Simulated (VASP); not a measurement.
Input:

```xyz
2
Lattice="0.0000 2.5987 2.5987 2.5987 0.0000 2.5987 2.5987 2.5987 0.0000" Properties=species:S:1:pos:R:3 pbc="T T T"
Be     0.0000     0.0000     0.0000
Se     1.2993     1.2993     1.2993
```

Level of theory: PBE GGA, VASP's PBE PAW potentials (set 64) (plane waves; VASP 6.6.1). Settings: 300 eV cut-off, 11×11×11 Γ-centred mesh, Gaussian smearing of 0.010 eV, potentials Be Se.

Question: Give the energies of bands 2 to 7 at the high-symmetry points, in eV from the valence-band maximum.

Answer: 
```
band     Γ      X      U      L      W
----  ----  -----  -----  -----  -----
2     0.00  -4.92  -4.52  -5.51  -4.29
3     0.00  -2.55  -3.85  -1.03  -3.65
4     0.00  -2.55  -2.12  -1.03  -3.15
5     4.14   2.69   3.78   4.22   6.11
6     5.01   4.22   6.77   5.96   7.02
7     5.01  11.46   9.54   5.96   7.37
```

The gap is indirect, 2.69 eV, from the valence maximum at Γ to the conduction minimum at X.

The structure comes from a computed database's BeSe entry; how it stands against other phases isn't given here. The cell was not relaxed at this level.
